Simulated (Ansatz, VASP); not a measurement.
# In6WO12 (In6WO12 (R-3)) in two plane-wave programs, part 2 of 2

One calculation is typed for both programs; each brings its own data sets. How far apart do they land? The cell is taken from a series of runs on this material, whose earlier steps may have relaxed, scaled, displaced or heated it; both programs get it as it stands.

VASP 6.6.1 and Ansatz 0.2.0.

So far: The starting structure; VASP: relaxation of cell and atoms, PBEsol.

## Step 3: Ansatz: relaxation of cell and atoms, PBEsol

Level of this step: Ansatz beside VASP: Kohn-Sham DFT, plane waves, PBEsol (Ansatz).

Ansatz runs on its default PAW (the set named soft_2) files.

The same cell, functional and mesh now go to Ansatz.

File input.yaml:

```yaml
crystal:
  lattice:
    - [4.7674741, 2.7525024, 2.9897983]
    - [-4.7674741, 2.7525024, 2.9897983]
    - [0.0, -5.5050049, 2.9897983]
  atoms:
    - { symbol: In, position: [0.13964527, 0.32280108, 0.60476946] }
    - { symbol: In, position: [0.32280108, 0.60476946, 0.13964527] }
    - { symbol: In, position: [0.60476946, 0.13964527, 0.32280108] }
    - { symbol: In, position: [0.86035473, 0.67719892, 0.39523054] }
    - { symbol: In, position: [0.67719892, 0.39523054, 0.86035473] }
    - { symbol: In, position: [0.39523054, 0.86035473, 0.67719892] }
    - { symbol: W, position: [1.0, 0.0, 0.0] }
    - { symbol: O, position: [0.40612824, 0.58654081, 0.82423636] }
    - { symbol: O, position: [0.58654081, 0.82423636, 0.40612824] }
    - { symbol: O, position: [0.82423636, 0.40612824, 0.58654081] }
    - { symbol: O, position: [0.59387176, 0.41345919, 0.17576364] }
    - { symbol: O, position: [0.41345919, 0.17576364, 0.59387176] }
    - { symbol: O, position: [0.17576364, 0.59387176, 0.41345919] }
    - { symbol: O, position: [0.95843694, 0.10259166, 0.29546634] }
    - { symbol: O, position: [0.70453366, 0.04156306, 0.89740834] }
    - { symbol: O, position: [0.89740834, 0.70453366, 0.04156306] }
    - { symbol: O, position: [0.04156306, 0.89740834, 0.70453366] }
    - { symbol: O, position: [0.29546634, 0.95843694, 0.10259166] }
    - { symbol: O, position: [0.10259166, 0.29546634, 0.95843694] }
basis:
  ecutwfc: 420
  xc_grid: 2
hamiltonian:
  xc: pbesol
kpoints:
  mp_grid: { grid: [5, 5, 5] }
scf:
  occupations: { method: fixed }
  max_iter: 100
relax:
  f_tol: 0.005
  max_steps: 60
  cell: {}
output:
  forces: true
  stress: true
checkpoint:
  write: "../cell.run"
  compress: false
  write_wavefunctions: false
  write_every: 100000
```

Command:

```bash
$ ansatz run input.yaml --threads 4 --pin off --max-ram 7536MiB --backend cpu --events-out ev --progress --plain --runs-dir out
```

Numbers of over 12 decimals in the logs are rounded to 6 here.

The log of the run:

```text
Engine: ansatz 0.2.0, aarch64-unknown-linux-gnu
Pseudopotentials: kind: paw
Pseudopotential: In, paw, valence charge 13, recommended cutoff 420 eV (normal), In.paw.azcp
Pseudopotential: W, paw, valence charge 14, recommended cutoff 420 eV (normal), W.paw.azcp
Pseudopotential: O, paw, valence charge 6, recommended cutoff 420 eV (normal), O.paw.azcp
Functional definition: PBEsol
  exchange = pbesol_x
  correlation = pbesol_c
Crystal: 19 atoms, lattice volume = 235.401 Å³
Basis set: ecut = 420 eV, 4599 PW (Γ), exchange–correlation on 90×90×90 points (8 copies of the dense FFT grid, shifted against one another)
Bands: 101, of which v1, the nominal top of the filled ones, is band 82 counted from 1 (81 counted from 0)
Symmetry: 6 space group operations
Space group: R-3 (ITA 148), of the structure as read, at distance tolerance 6.2e-5 Å
k-points: 23 of 125
Non-local potential: In, projectors of the file, l = 0: 2, l = 1: 2, l = 2: 2, l = 3: 2
Non-local potential: W, projectors of the file, l = 0: 3, l = 1: 2, l = 2: 2, l = 3: 1
Non-local potential: O, projectors of the file, l = 0: 2, l = 1: 2, l = 2: 1
PAW form: soft (Blöchl's): semilocal exchange-correlation on the pseudo side does not see the compensation charge
PAW frozen core: In, regenerated for the run's functional, and the local potential with it (the file was generated under x = pbe(κ = 0.804, μ = 0.219515), c = pbe(β = 0.066725))
PAW frozen core: W, regenerated for the run's functional, and the local potential with it (the file was generated under x = pbe(κ = 0.804, μ = 0.219515), c = pbe(β = 0.066725))
PAW frozen core: O, regenerated for the run's functional, and the local potential with it (the file was generated under x = pbe(κ = 0.804, μ = 0.219515), c = pbe(β = 0.066725))
PAW one-centre angular grid: In, 590 points (default); XC on 64 Gauss nodes
PAW one-centre angular grid: W, 590 points (default); XC on 64 Gauss nodes
PAW one-centre angular grid: O, 110 points (default); XC on 64 Gauss nodes
Initial density: superposition of atomic densities (neutral atoms: chi_scale 0, normalization atom), corrected by the library's trained network
Initial wavefunctions: pseudopotential atomic-orbital guess
Functional: x = pbesol(κ = 0.804, μ = 0.123457), c = pbesol(β = 0.046)
SCF iter   1: F=—  HF=-50141.806751 eV  |F-HF|=—  |Δ(HF+E_count)|=         —  Δρ=1.69e-2  dr2=5.51e-1  ethr=1.77e-3  ⟨swp⟩=5.0  Hψ=7596  notcnv=0  defer=384
preconditioner: auto → Resta (q_TF=auto, 2.569 Å⁻¹)  ε∞=5.0  [insulator: Δε(μ)=1.886 eV  Ē_g=15.076 eV  n_scr=74 (ndim 8)  ℏωp=30.2 eV  f_vac=0.036  ε∞_Penn≈5.0]
SCF iter   2: F=—  HF=-50141.670292 eV  |F-HF|=—  |Δ(HF+E_count)|=   1.36e-1  Δρ=3.69e-3  dr2=3.38e-2  ethr=3.36e-4  ⟨swp⟩=2.0  Hψ=3556  notcnv=0  defer=380
SCF iter   3: F=—  HF=-50141.664004 eV  |F-HF|=—  |Δ(HF+E_count)|=   6.29e-3  Δρ=1.43e-3  dr2=4.17e-3  ethr=2.06e-5  ⟨swp⟩=2.9  Hψ=2918  notcnv=0  defer=388
SCF iter   4: F=—  HF=-50141.663598 eV  |F-HF|=—  |Δ(HF+E_count)|=   4.06e-4  Δρ=5.13e-4  dr2=6.57e-4  ethr=2.54e-6  ⟨swp⟩=2.5  Hψ=3435  notcnv=0  defer=388
SCF iter   5: F=—  HF=-50141.663689 eV  |F-HF|=—  |Δ(HF+E_count)|=   9.10e-5  Δρ=3.51e-4  dr2=2.51e-4  ethr=4.01e-7  ⟨swp⟩=2.0  Hψ=3659  notcnv=0  defer=365
SCF iter   6: F=—  HF=-50141.663669 eV  |F-HF|=—  |Δ(HF+E_count)|=   2.07e-5  Δρ=6.51e-5  dr2=1.14e-5  ethr=1.53e-7  ⟨swp⟩=2.0  Hψ=3683  notcnv=0  defer=317
SCF iter   7: F=—  HF=-50141.663563 eV  |F-HF|=—  |Δ(HF+E_count)|=   1.05e-4  Δρ=2.24e-5  dr2=1.30e-6  ethr=6.96e-9  ⟨swp⟩=2.0  Hψ=2851  notcnv=0  defer=316
SCF iter   8: F=-50141.663565 eV  HF=-50141.663565 eV  |F-HF|=5.22e-8  |Δ(HF+E_count)|=   1.25e-6  Δρ=4.67e-6  dr2=4.02e-8  ethr=6.10e-11  ⟨swp⟩=3.0  Hψ=9455  notcnv=0
SCF 1 converged in 8 iterations: F = -50141.663565 eV  dr2 = 4.02e-8
  greatest PAW one-centre occupation: 1.000 electrons in one spin orbital (limit 2), on the W atom at site 6 (counted from 0), in its partial waves of l = 0
relax step   1: F+E_penalty+E_count = -50141.66356459 eV  Δ(F+E_penalty+E_count) = +0.000e0 eV  max|allowed force component| = 9.235e-2 eV/Å  Δτ_max = 0.0000 Å  P = -1.114 GPa  Ω = 235.401 Å³  (8 SCF iters, dr2 threshold 1.00e-7 eV, accepted)
[...]
relax step   3: F+E_penalty+E_count = -50141.67594961 eV  Δ(F+E_penalty+E_count) = +5.456e-4 eV  max|allowed force component| = 8.483e-3 eV/Å  Δτ_max = 0.0023 Å  P = +0.018 GPa  Ω = 234.096 Å³  energy of the carried Pulay correction = +6.118e-3 eV  (5 SCF iters, dr2 threshold 1.40e-7 eV, accepted)
[...]
relax step   4: F+E_penalty+E_count = -50141.67584768 eV  Δ(F+E_penalty+E_count) = +1.019e-4 eV  max|allowed force component| = 4.896e-3 eV/Å  Δτ_max = 0.0019 Å  P = -0.000 GPa  Ω = 234.135 Å³  energy of the carried Pulay correction = +5.934e-3 eV  (7 SCF iters, dr2 threshold 4.50e-9 eV, accepted)
[...]
relax step   5: F+E_penalty+E_count = -50141.67036575 eV  Δ(F+E_penalty+E_count) = +5.482e-3 eV  max|allowed force component| = 4.823e-3 eV/Å  Δτ_max = 0.0000 Å  P = -0.037 GPa  Ω = 234.135 Å³  stress off target by 3.88e-2 GPa  SCF on the basis re-selected at this cell (its energy is not comparable with the rows above)  (6 SCF iters)
basis re-selected at this cell: Δ(F+E_penalty+E_count) = +5.482e-3 eV, ΔP = -0.037 GPa vs the last step (what re-selecting the basis moved, of the pressure what is left beyond the Pulay correction that the steps carried, after the strain that the cell walked since its last selection, with what the two solves' SCF thresholds leave and, on support functions, any second-order correction that the steps lacked; it is no m [...]
SCF converged after 6 iterations
Free energy (F): -50141.670366 eV
Harris-Foulkes:  -50141.670366 eV  (|F-HF|=2.18e-11)
Internal energy: -50141.670366 eV  (E = F + TS)
E sigma→0 (E₀):  -50141.670366 eV
Fermi energy:    8.959418 eV
--- Per-component energies (eV) ---
  E_band       = -199.266048
  E_kinetic    = 4016.001092
  E_local      = -10783.040179  (includes V_loc(G=0)·N_el)
  E_nonlocal   = 2815.237660
  E_hartree    = 4061.470006
  E_xc         = -2407.713914
  E_vxc        = -1945.828475  (∫ρ·V_xc dr)
  E_paw        = -34803.134649  (= ΣΔE_a)
  E_vpaw       = -2424.605468  (= ΣTr[D̂ρ^β])
  E_aug_tail   = 0.029165  (compensation charges beyond the density's cutoff)
  E_ewald      = -13042.580209
  E_core_change = 2.060662  (= ΣΔE_core)
  E_smearing   = -0.000000  (= −TS)
  E_closure    = 0.000000  (closes the sum)
  Σ components = -50141.670366   (vs F -50141.670366, Δ=0.00e0)
--- Forces (eV/Å), atoms counted from 1 ---
  atom   1  In    -0.00168862    -0.00030735    -0.00109415
  atom   2  In     0.00057814     0.00161607    -0.00109415
  atom   3  In     0.00111049    -0.00130871    -0.00109415
  atom   4  In     0.00168862     0.00030735     0.00109415
  atom   5  In    -0.00057814    -0.00161607     0.00109415
  atom   6  In    -0.00111049     0.00130871     0.00109415
  atom   7  W      0.00000000     0.00000000     0.00000000
  atom   8  O      0.00416621    -0.00014000     0.00259293
  atom   9  O     -0.00220434    -0.00353805     0.00259293
  atom  10  O     -0.00196187     0.00367804     0.00259293
  atom  11  O     -0.00416621     0.00014000    -0.00259293
  atom  12  O      0.00220434     0.00353805    -0.00259293
  atom  13  O      0.00196187    -0.00367804    -0.00259293
  atom  14  O     -0.00328775    -0.00367037     0.00231848
  atom  15  O     -0.00482251     0.00101209    -0.00231848
  atom  16  O      0.00153476    -0.00468246    -0.00231848
  atom  17  O      0.00328775     0.00367037    -0.00231848
  atom  18  O      0.00482251    -0.00101209     0.00231848
  atom  19  O     -0.00153476     0.00468246     0.00231848
  max |Σ_I F_I| component: 3.25e-18 eV/Å
--- Stress (GPa, compression-positive) ---
       -0.036085      -0.000000      -0.000000
        0.000000      -0.036085       0.000000
        0.000000       0.000000      -0.038802
  P = ⅓ Tr σ = -0.0370 GPa (-0.370 kbar)
--- Relaxed structure (4 steps of the walk, 4 accepted, 1 SCFs on fresh bases) ---
  F+E_penalty+E_count = -50141.67036575 eV   max|allowed force component| = 4.823e-3 eV/Å   (the final SCF, on the basis selected at the relaxed cell)
  cell:  # Å, volume = 234.1352 Å³
    - [4.759938, 2.748152, 2.983139]
    - [-4.759938, 2.748152, 2.983139]
    - [0, -5.496303, 2.983139]
  atoms:
    - { symbol: In, position: [0.139538, 0.322401, 0.605456] }
    - { symbol: In, position: [0.322401, 0.605456, 0.139538] }
    - { symbol: In, position: [0.605456, 0.139538, 0.322401] }
    - { symbol: In, position: [0.860462, 0.677599, 0.394544] }
    - { symbol: In, position: [0.677599, 0.394544, 0.860462] }
    - { symbol: In, position: [0.394544, 0.860462, 0.677599] }
    - { symbol: W, position: [1.0, 0.0, 0.0] }
    - { symbol: O, position: [0.405818, 0.585776, 0.823975] }
    - { symbol: O, position: [0.585776, 0.823975, 0.405818] }
    - { symbol: O, position: [0.823975, 0.405818, 0.585776] }
    - { symbol: O, position: [0.594182, 0.414224, 0.176025] }
    - { symbol: O, position: [0.414224, 0.176025, 0.594182] }
    - { symbol: O, position: [0.176025, 0.594182, 0.414224] }
    - { symbol: O, position: [0.958944, 0.102581, 0.295360] }
    - { symbol: O, position: [0.704640, 0.041056, 0.897419] }
    - { symbol: O, position: [0.897419, 0.704640, 0.041056] }
    - { symbol: O, position: [0.041056, 0.897419, 0.704640] }
    - { symbol: O, position: [0.295360, 0.958944, 0.102581] }
    - { symbol: O, position: [0.102581, 0.295360, 0.958944] }
```

## Step 4: Side by side

Known differences besides the potentials themselves: fixed occupations in Ansatz, narrow Gaussian smearing in VASP; the data sets hold 164 valence electrons in Ansatz (on its default PAW (the set named soft_2) files) and 156 in VASP; the cutoff is 420 eV in Ansatz and 600 eV in VASP; Ansatz makes its cores anew for this functional, VASP keeps those of its PBE data sets; Ansatz adds a Pulay correction to the stress that steers its cell, VASP none. Total energies have different zeros and are not compared.

Both answers:

```csv
quantity,Ansatz,VASP,difference
volume (Å³),234.14,234.63,-0.21 %
"edge a after relaxation, in the typed setting (Å)",6.254,6.258,-0.06 %
```

## Step 5: Summary of results

```json
{"difference in volume (relaxation of cell and atoms, PBEsol)": "-0.21 %"}
```

The difference in volume is -0.21 % (relaxation of cell and atoms, PBEsol), within the 1.2 % picked in this series as the mark of a large difference, as far as the stopping tolerances let one tell. The data sets hold unlike numbers of valence electrons (164 in Ansatz and 156 in VASP), so part of the differences comes from the potentials. Such differences can come from data sets, numerical settings and the points named under the comparisons, not from the functional's error against experiment.

[Lines on the potential files, build, host, timing and source positions are cut from VASP's logs without a mark.]

[Logs are printed without paths, hosts, clocks, repeated set-up lines and the standing remarks that a program may print on its own settings, such as how far it seeks lower states.]

[Hosts, paths, dates, database ids (printed as entryN), source tags and the programs' standing remarks are cut or masked in the printed files.]
